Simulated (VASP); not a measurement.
Given:

ZnSe has the cubic space group F-43m (No. 216), the zinc blende structure, Pearson symbol cF8. Cell: a = b = c = 5.6664 Å, α = β = γ = 90.00°. Zn on 4a is surrounded by 4 Se at 2.454 Å (tetrahedral). Se on 4d sees 4 Zn at 2.454 Å (tetrahedral). (Neighbours: up to the widest gap in distance over summed covalent radii, below 1.35, at either atom; cation-cation and far metal-metal contacts left out.)
(The calculation used a cell of 2 atoms; values per cell refer to that cell.)

All values below come from PBE GGA with D4 dispersion, VASP's PBE PAW potentials (set 64) (plane waves; VASP). Numerical set-up: 520 eV cut-off, 8×8×8 Γ-centred mesh, Gaussian smearing of 0.050 eV, potentials Zn Se.

Q: Give the energy at these volumes per atom, relative to the lowest: 21.37, 22.05, 22.74, 23.42, 24.10 Å³.

A: 18.2, 4.3, 0.0, 3.8, 14.4 meV/atom. A third-order Birch-Murnaghan fit gives B0 = 63.2 GPa and B0′ = 4.4.

Measured: bulk modulus 62.4 GPa (computed value off by +1.3 %), as given by Cormac Toher et al., Physical Review Materials (2017), arXiv:1611.05714; a 5.668 Å (computed value off by -0.0 %), as given by Martin Albrecht et al., Physical review. B, Condensed matter (1997), arXiv:cond-mat/9706128. The calculation is for a static lattice, while the measured bulk modulus, a hold thermal and zero-point effects, which are part of the difference.

The compound is ZnSe in the zinc blende structure. It was relaxed first.
